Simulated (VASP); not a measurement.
Consider the following.

```xyz
2
Lattice="0.0000 2.0475 2.0475 2.0475 0.0000 2.0475 2.0475 2.0475 0.0000" Properties=species:S:1:pos:R:3 pbc="T T T"
Li     0.0000     0.0000     0.0000
H      2.0475     2.0475     2.0475
```

Calculation: revPBE GGA, VASP's PBE PAW potentials (set 64) (plane waves; VASP). Settings: 520 eV cut-off, 11×11×11 Γ-centred mesh, Gaussian smearing of 0.050 eV, potentials Li_sv H.

Problem. Estimate the energy per atom (σ→0).

Solution. 
| Property | Value |
|---|---|
| energy per atom (σ→0) | -3004 meV/atom |

The compound is LiH in the rock salt structure. This cell is one point of a volume scan, at 1.03 of the reference volume.
